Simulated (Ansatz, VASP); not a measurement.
## Cross-check of Zn (Zinc) between VASP and Ansatz

One calculation is typed for both programs; each brings its own data sets. How far apart do they land? The cell is taken from a series of runs on this material, whose earlier steps may have relaxed, scaled, displaced or heated it; both programs get it as it stands.

Program: Ansatz 0.2.0. Level of theory: plane waves, with VASP 6.6.1 beside it; zone-centre phonons at r2SCAN with rVV10. Results are calculated unless marked as measured.

**1. Set-up**

Symmetry: P6_3/mmc, No. 194, hexagonal system. Conventional cell: a = 2.590 Å, b = 2.590 Å, c = 4.912 Å, α = 90.00°, β = 90.00°, γ = 120.00°. Zn has 12 Zn at 2.59 to 2.88 Å nearest.

**2. Ansatz: zone-centre phonons, r2SCAN with rVV10**

Ansatz runs on its PAW soft_1 files.

Second derivatives magnify differences that forces hide, and they need a tight electronic threshold.

input.yaml reads:

```yaml
crystal:
  lattice:
    - [2.5899314109, 0.0, 0.0]
    - [-1.2949657055, 2.2429463959, 0.0]
    - [0.0, 0.0, 4.9124967797]
  atoms:
    - { symbol: Zn, position: [0.3333333333, 0.6666666667, 0.25] }
    - { symbol: Zn, position: [0.6666666667, 0.3333333333, 0.75] }
kpoints:
  mp_grid: { grid: [21, 21, 10] }
hamiltonian:
  xc: r2scan
  dispersion: rvv10
  pseudopotentials: { kind: paw, azcp: { folder: soft_1 } }
scf:
  occupations: { method: methfessel_paxton, width: 0.2 }
output:
  eigenvalues: true
phonons:
  method: fd
  supercell: [1, 1, 1]
```

On the command line:

```bash
> ansatz run input.yaml --threads 8 --pin off --max-ram 15360MiB --backend cpu --events-out ev --progress --plain --runs-dir out
```

Numbers of over 12 decimals in the logs are rounded to 6 here.

The program printed:

```text
Engine: ansatz 0.2.0, x86_64-unknown-linux-gnu
Pseudopotentials: kind: paw
Pseudopotential: Zn, paw, valence charge 12, recommended cutoff 500 eV (meta_gga), soft_1/Zn.paw.azcp
Functional definition: r2SCAN+rVV10
  parameter k0 = 0.174
  parameter k1 = 0.065
  parameter a1 = 4.9479
  exchange = r2scan_x(k0 = k0, k1 = k1, a1 = a1)
  correlation = r2scan_c + rvv10(11.95, 0.0093)
Crystal: 2 atoms, lattice volume = 28.537 Å³
Basis set: ecut = 500 eV, 725 PW (Γ), exchange–correlation on 120×120×225 points (125 copies of the dense FFT grid, shifted against one another)
Bands: 16, of which v1, the nominal top of the filled ones, is band 12 counted from 1 (11 counted from 0)
Symmetry: 24 space group operations
k-points: 288 of 4410
Non-local potential: Zn, projectors of the file, l = 0: 2, l = 1: 2, l = 2: 3, l = 3: 1
PAW form: soft (Blöchl's): semilocal exchange-correlation on the pseudo side does not see the compensation charge
rVV10 density: all electrons in the spheres
PAW frozen core: Zn, regenerated for the run's functional (the file was generated under x = pbe(κ = 0.804, μ = 0.219515), c = pbe(β = 0.066725))
PAW one-centre angular grid: Zn, 590 points (default); XC on 160 Gauss nodes
Initial density: superposition of atomic densities (chi_scale 0.1, normalization cell)
Initial wavefunctions: pseudopotential atomic-orbital guess
Functional: x = r2scan, c = r2scan + rvv10(b = 11.95, C = 0.0093); τ floored in thin density (d = 2e-4 eV/Å³)
iter 1 solved again at ethr=1.81e-3 eV; its pass at ethr=3.10e-3 eV (dr2=4.35e-1 eV) is discarded
SCF iter   1: F=—  HF=-6649.131425 eV  |F-HF|=—  |Δ(HF+E_count)|=         —  Δρ=4.21e-2  dr2=4.47e-1  dr2_τ=1.10e-2  ethr=1.81e-3  ⟨swp⟩=1.0  Hψ=34152  notcnv=0
preconditioner: auto → none  [metal: Δε(μ)=0.035 eV  Ē_g=13.660 eV  σ=0.200 eV  W_gap=0.15  n_scr=4 (ndim 8)  ℏωp=34.1 eV  f_vac=0.000  D(μ)=0.33/eV (n_scr^D=2)  sad-step TF]
SCF iter   2: F=—  HF=-6649.104498 eV  |F-HF|=—  |Δ(HF+E_count)|=   2.69e-2  S|Δr|=    0.00e0  Δρ=2.26e-2  dr2=7.63e-2  dr2_τ=3.76e-3  ethr=1.81e-3  ⟨swp⟩=2.0  Hψ=9051  notcnv=0
SCF iter   3: F=—  HF=-6649.133792 eV  |F-HF|=—  |Δ(HF+E_count)|=   2.93e-2  S|Δr|=    0.00e0  Δρ=1.06e-2  dr2=1.86e-2  dr2_τ=3.76e-4  ethr=3.18e-4  ⟨swp⟩=2.2  Hψ=10661  notcnv=0  defer=4
SCF iter   4: F=—  HF=-6649.149326 eV  |F-HF|=—  |Δ(HF+E_count)|=   1.55e-2  S|Δr|=    0.00e0  Δρ=4.85e-3  dr2=2.51e-3  dr2_τ=2.13e-5  ethr=7.77e-5  ⟨swp⟩=2.0  Hψ=8032  notcnv=0  defer=4
SCF iter   5: F=—  HF=-6649.149914 eV  |F-HF|=—  |Δ(HF+E_count)|=   5.88e-4  S|Δr|=    0.00e0  Δρ=3.59e-4  dr2=1.73e-5  dr2_τ=2.18e-7  ethr=1.04e-5  ⟨swp⟩=2.3  Hψ=8013  notcnv=0  defer=4
SCF iter   6: F=—  HF=-6649.149924 eV  |F-HF|=—  |Δ(HF+E_count)|=   9.44e-6  S|Δr|=    0.00e0  Δρ=6.84e-5  dr2=8.59e-7  dr2_τ=6.29e-9  ethr=7.21e-8  ⟨swp⟩=2.0  Hψ=8078  notcnv=0  defer=4
SCF iter   7: F=—  HF=-6649.149924 eV  |F-HF|=—  |Δ(HF+E_count)|=   1.28e-7  S|Δr|=    0.00e0  Δρ=8.01e-6  dr2=9.96e-9  dr2_τ=1.29e-10  ethr=3.58e-9  ⟨swp⟩=2.2  Hψ=6514  notcnv=0  defer=4
SCF iter   8: F=—  HF=-6649.149924 eV  |F-HF|=—  |Δ(HF+E_count)|=   1.75e-9  S|Δr|=    0.00e0  Δρ=6.29e-7  dr2=6.96e-11  dr2_τ=2.11e-12  ethr=4.15e-11  ⟨swp⟩=2.5  Hψ=8129  notcnv=0  defer=4
SCF iter   9: F=-6649.149924 eV  HF=-6649.149924 eV  |F-HF|=2.73e-12  |Δ(HF+E_count)|=  1.05e-10  S|Δr|=    0.00e0  Δρ=8.66e-8  dr2=1.71e-12  dr2_τ=1.76e-14  ethr=1.00e-12  ⟨swp⟩=5.4  Hψ=19620  notcnv=0
SCF 1 converged in 9 iterations: F = -6649.149924 eV  dr2 = 1.71e-12
  greatest PAW one-centre occupation: 0.980 electrons in one spin orbital (limit 2), on the Zn atom at site 1 (counted from 0), in its partial waves of l = 2
rVV10 density: all electrons in the spheres
Initial density: handed on by an earlier stage of this run
Initial wavefunctions: those handed on with the density
[...]
preconditioner: auto → none  [metal: Δε(μ)=0.033 eV  Ē_g=14.195 eV  σ=0.200 eV  W_gap=0.14  n_scr=4 (ndim 8)  ℏωp=34.1 eV  f_vac=0.000  D(μ)=0.33/eV (n_scr^D=2)]
[...]
SCF 2 converged in 2 iterations: F = -6649.149924 eV  dr2 = 6.23e-13
Symmetry: 6 space group operations
k-points: 436 of 4410 (time reversal used)
rVV10 density: all electrons in the spheres
[...]
SCF 3 converged in 7 iterations: F = -6649.149916 eV  dr2 = 2.11e-12
  greatest PAW one-centre occupation: 0.980 electrons in one spin orbital (limit 2), on the Zn atom at site 0 (counted from 0), in its partial waves of l = 2
rVV10 density: all electrons in the spheres
[...]
SCF iter   3: F=—  HF=-6649.149916 eV  |F-HF|=—  |Δ(HF+E_count)|=  3.91e-11  S|Δr|=    0.00e0  Δρ=4.32e-7  dr2=1.93e-11  dr2_τ=2.12e-12  ethr=1.00e-12  ⟨swp⟩=2.1  Hψ=12204  notcnv=0
SCF iter   4: F=—  HF=-6649.149916 eV  |F-HF|=—  |Δ(HF+E_count)|=  4.91e-11  S|Δr|=    0.00e0  Δρ=2.49e-7  dr2=7.69e-12  dr2_τ=5.75e-13  ethr=1.00e-12  ⟨swp⟩=5.6  Hψ=30093  notcnv=0
SCF iter   5: F=-6649.149916 eV  HF=-6649.149916 eV  |F-HF|=9.09e-13  |Δ(HF+E_count)|=  2.00e-11  S|Δr|=    0.00e0  Δρ=1.14e-7  dr2=2.75e-12  dr2_τ=2.82e-14  ethr=1.00e-12  ⟨swp⟩=5.6  Hψ=30226  notcnv=0
SCF 4 converged in 5 iterations: F = -6649.149916 eV  dr2 = 2.75e-12
Symmetry: 2 space group operations
k-points: 1326 of 4410 (time reversal used)
rVV10 density: all electrons in the spheres
iter 1 solved again at ethr=4.03e-8 eV; its pass at ethr=3.10e-3 eV (dr2=9.68e-6 eV) is discarded
SCF iter   1: F=—  HF=-6649.149921 eV  |F-HF|=—  |Δ(HF+E_count)|=         —  Δρ=2.18e-5  dr2=1.11e-7  dr2_τ=9.27e-9  ethr=4.03e-8  ⟨swp⟩=3.0  Hψ=141852  notcnv=0
preconditioner: auto → none  [metal: Δε(μ)=0.032 eV  Ē_g=14.195 eV  σ=0.200 eV  W_gap=0.14  n_scr=4 (ndim 8)  ℏωp=34.1 eV  f_vac=0.000  D(μ)=0.33/eV (n_scr^D=2)]
SCF iter   2: F=—  HF=-6649.149922 eV  |F-HF|=—  |Δ(HF+E_count)|=   1.49e-7  S|Δr|=    0.00e0  Δρ=9.92e-6  dr2=1.83e-8  dr2_τ=4.79e-10  ethr=4.64e-10  ⟨swp⟩=2.2  Hψ=36335  notcnv=0
SCF iter   3: F=—  HF=-6649.149922 eV  |F-HF|=—  |Δ(HF+E_count)|=   2.58e-8  S|Δr|=    0.00e0  Δρ=2.74e-6  dr2=1.24e-9  dr2_τ=2.03e-11  ethr=7.63e-11  ⟨swp⟩=2.0  Hψ=36910  notcnv=0
SCF iter   4: F=—  HF=-6649.149922 eV  |F-HF|=—  |Δ(HF+E_count)|=   1.09e-9  S|Δr|=    0.00e0  Δρ=2.52e-6  dr2=1.33e-9  dr2_τ=4.30e-12  ethr=5.17e-12  ⟨swp⟩=2.0  Hψ=37216  notcnv=0
SCF iter   5: F=—  HF=-6649.149922 eV  |F-HF|=—  |Δ(HF+E_count)|=  3.73e-10  S|Δr|=    0.00e0  Δρ=2.63e-7  dr2=1.59e-11  dr2_τ=1.63e-13  ethr=5.17e-12  ⟨swp⟩=2.0  Hψ=35859  notcnv=0
SCF iter   6: F=-6649.149922 eV  HF=-6649.149922 eV  |F-HF|=9.09e-13  |Δ(HF+E_count)|=  4.55e-12  S|Δr|=    0.00e0  Δρ=1.03e-7  dr2=1.28e-12  dr2_τ=4.08e-14  ethr=1.00e-12  ⟨swp⟩=5.5  Hψ=92143  notcnv=0
SCF 5 converged in 6 iterations: F = -6649.149922 eV  dr2 = 1.28e-12
SCF converged after 2 iterations
Stability not checked: this state was not tested for a lower state beside it, because cold or Methfessel-Paxton smearing, or corrected tetrahedra, fill the levels in a way that the test cannot read (fill_not_monotonic; see scf.lower_state_search)
Free energy (F): -6649.149924 eV
Harris-Foulkes:  -6649.149924 eV  (|F-HF|=0.00e0)
Internal energy: -6649.149809 eV  (E = F + TS)
E sigma→0 (E₀):  -6649.149895 eV
Entropy (-TS):   -0.000114 eV (-0.057 meV/atom)
Fermi energy:    11.805880 eV
--- Per-component energies (eV) ---
  E_band       = 104.827356
  E_kinetic    = 294.006381
  E_local      = -3451.145348  (includes V_loc(G=0)·N_el)
  E_nonlocal   = 1643.297388
  E_hartree    = 1290.139863
  E_xc         = -138.390733
  E_vxc        = -104.144059  (∫ρ·V_xc dr)
  E_paw        = -3826.592287  (= ΣΔE_a)
  E_vpaw       = -863.210086  (= ΣTr[D̂ρ^β])
  E_aug_tail   = 0.000129  (compensation charges beyond the density's cutoff)
  E_vtau       = 5.743215  (kinetic-family band-sum trace: ∫τ·v_τ [+ j·A + Jᵃ·Aᵃ] dr)
  E_ewald      = -2460.099968
  E_core_change = -0.365234  (= ΣΔE_core)
  E_smearing   = -0.000114  (= −TS)
  E_closure    = 0.000000  (closes the sum)
  Σ components = -6649.149924   (vs F -6649.149924, Δ=0.00e0)
--- Forces (eV/Å), atoms counted from 1 ---
  atom   1  Zn     0.00000000     0.00000000     0.00000000
  atom   2  Zn     0.00000000    -0.00000000     0.00000000
  max |Σ_I F_I| component: 7.40e-17 eV/Å
--- Band table (eV; the first three rows and the last of 288) ---
  k-point 0: bands = [... 8 lower, 4.1453, 4.3573, 4.3573, 7.5567, 8.4899, 25.8788, 29.6865, 31.5186]
  k-point 1: bands = [... 8 lower, 4.1523, 4.3536, 4.3536, 6.6680, 9.5232, 24.6983, 30.8927, 31.5851]
  k-point 2: bands = [... 8 lower, 4.1720, 4.3423, 4.3423, 5.5931, 11.0396, 22.6408, 31.7817, 31.7817]
  k-point 287: bands = [... 8 lower, 4.3360, 4.3360, 12.8439, 12.8439, 13.7506, 13.7506, 14.6945, 14.6945]
--- Phonons: 3 displaced members + reference (amplitude 0.0025 Å, Σ member SCF iterations 18) ---
  symmetry images taken by strict's conditions (phonons.symmetry_images: auto; settled by a nonlocal correlation, of whose share no term of the forces tells)
  ASR residual: 4.495e-6 → 0.000e0 eV/Å²; symmetrization residual: 1.776e-15 eV/Å²
  largest component of a force at the reference: 1.3e-16 eV/Å
  ASR residual per site (eV/Å²): 4.49e-6 4.49e-6
  Γ frequencies (cm⁻¹): 0.00 0.00 0.00 77.46 77.46 141.24
  density of states and harmonic sums: on the 27×27×13 q-mesh, interpolated from the force constants of a 1×1×1 supercell (no non-analytic term)
  largest difference from the sums on the solved wave vectors: F 7.25e-1 eV, S 9.84e-4 and C_V 2.58e-4 eV/K
  zero-point energy: 0.025307 eV/cell   skipped modes (ω ≤ 0): 3   left out of the sums: 5.28e-5 of the cell's modes: C_V's classical limit lies that fraction below 3 k_B per atom; for a crystal, a wire or a layer, F and S can be off by more, and a phonons.interpolated_qmesh denser along its periods is the remedy for the sampling
```

(Part 1 of 2 ends here.)

[Lines on the potential files, build, host, timing and source positions are cut from VASP's logs without a mark.]

[Logs are printed without paths, hosts, clocks, repeated set-up lines and the standing remarks that a program may print on its own settings, such as how far it seeks lower states.]

[Hosts, paths, dates, database ids (printed as entryN), source tags and the programs' standing remarks are cut or masked in the printed files.]
